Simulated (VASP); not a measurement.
Data:

```yaml
crystal:
  lattice:
    - [3.99041, 0.00000, 0.00000]
    - [-1.99520, 3.45579, 0.00000]
    - [0.00000, 0.00000, 4.86397]
  atoms:
    - { symbol: Y, position: [0.33333, 0.66667, 0.75000] }
    - { symbol: Y, position: [0.66667, 0.33333, 0.25000] }
    - { symbol: N, position: [0.33333, 0.66667, 0.25000] }
    - { symbol: N, position: [0.66667, 0.33333, 0.75000] }
```

Calculation: PBEsol GGA, VASP's PBE PAW potentials (set 64) (plane waves; VASP 6.6.1). Numerical set-up: 520 eV cut-off, 7×7×5 Γ-centred mesh, tetrahedra with Blöchl corrections, potentials Y_sv N.

The cores are frozen, which limits the accuracy of field gradients.

Task: Give the principal components of the electric field gradient (V/Å²) and the asymmetry η at each nucleus.

Result: 
| atom | Vxx | Vyy | Vzz | η |
|---|---|---|---|---|
| Y1 | 12.8 | 12.8 | -25.5 | 0.00 |
| Y2 | 12.8 | 12.8 | -25.5 | 0.00 |
| N3 | 1.7 | 1.7 | -3.5 | 0.00 |
| N4 | 1.7 | 1.7 | -3.5 | 0.00 |

The structure comes from a computed database's YN entry (P6_3/mmc); how it stands against other phases isn't given here. It was relaxed first.
